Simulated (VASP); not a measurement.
Elastic constants (GPa) of a crystal from PBE GGA, VASP's PBE PAW potentials (set 64) (VASP 6.6.1):

```tsv
	xx	yy	zz	yz	xz	xy
xx	192.6	120.4	120.4	0.0	0.0	0.0
yy	120.4	192.6	120.4	0.0	0.0	0.0
zz	120.4	120.4	192.6	0.0	0.0	0.0
yz	0.0	0.0	0.0	88.2	0.0	0.0
xz	0.0	0.0	0.0	0.0	88.2	0.0
xy	0.0	0.0	0.0	0.0	0.0	88.2
```

Finite-difference elastic constants of metals are sensitive to mesh and smearing; shear constants can be off by tens of GPa.

**Question.** Work out the Voigt, Reuss and Hill moduli, Young's modulus and Poisson's ratio.

**Answer.** All eigenvalues are positive (smallest 72.2 GPa), so the crystal is stable. K_V = (C11+C22+C33+2(C12+C13+C23))/9 = (577.8 + 2×361.2)/9 = 144.5 GPa; G_V = (577.8 − 361.2 + 3×264.6)/15 = 67.4 GPa. From the compliances, K_R = 144.5 GPa and G_R = 55.9 GPa. Hill: K = 144.5 GPa, G = 61.6 GPa, E = 9KG/(3K+G) = 161.9 GPa, ν = (3K−2G)/(2(3K+G)) = 0.313. K/G = 2.34, above Pugh's 1.75; universal anisotropy A^U = 1.02.

**Question.** With a density of 4.71 g/cm³, what are the mean sound speeds?

**Answer.** v_l = √((K+4G/3)/ρ) = 6.94 km/s and v_t = √(G/ρ) = 3.62 km/s. The crystal is NiSi$_{2}$ (fluorite), cubic.

The compound is NiSi2 in the fluorite structure. It was relaxed first. The run is not spin-polarised, so no magnetic state was tried.
